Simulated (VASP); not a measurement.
Runs of VASP 6.6.1 on Nb. The structure is cubic, space group Im-3m (No. 229). Conventional cell: a = 3.310 Å, b = 3.310 Å, c = 3.310 Å, α = 90.00°, β = 90.00°, γ = 90.00°. Nb (site symmetry m-3m) is surrounded by 8 Nb at 2.87 Å. The cell was built by a generator and needn't be a form met in nature.

| task | level | potentials or basis | cell | k mesh | cutoff (eV) | k mesh for the DOS | occupations for the DOS | gap on the mesh (eV) | pressure (GPa) |
| --- | --- | --- | --- | --- | --- | --- | --- | --- | --- |
| relaxation of cell and atoms | PBE | VASP PAW PBE potentials, release 64 (Nb_sv) | relaxed | 14 × 14 × 14 | 600 | - | - | none | -0.1 |
| optical spectrum | PBE | VASP PAW PBE potentials, release 64 (Nb_sv) | as given | 14 × 14 × 14 | 520 | - | - | none | -0.1 |
| optical spectrum | PBE | VASP PAW PBE potentials, release 64 (Nb_sv) | as given | 22 × 22 × 22 | 520 | - | - | none | -0.3 |
| optical spectrum | PBE | VASP PAW PBE potentials, release 64 (Nb_sv) | as given | 32 × 32 × 32 | 520 | - | - | none | -0.3 |
| optical spectrum | PBEsol | VASP PAW PBE potentials, release 64 (Nb_sv) | as given | 22 × 22 × 22 | 520 | - | - | none | (a) |
| optical spectrum | LDA | VASP PAW LDA potentials, release 64 (Nb_sv) | as given | 22 × 22 × 22 | 520 | - | - | none | -10.0 |

Alike in all rows: no spin polarisation; smearing methfessel-paxton 0.1 eV.

Estimate the missing entries.

(a) -6.2.

Caveats: independent-particle spectra lack excitons (some runs); the intraband (Drude) part of a metal's response may be missing (some runs); the relaxation stopped at its first step, so nothing moved (some runs); the PAW data sets were made with another functional, which shifts forces and pressure a little (some runs).

A k mesh can miss the band edges, and the runs leave out spin-orbit coupling on Nb.

A gap of «none» marks a metal or a gap under the smearing width.
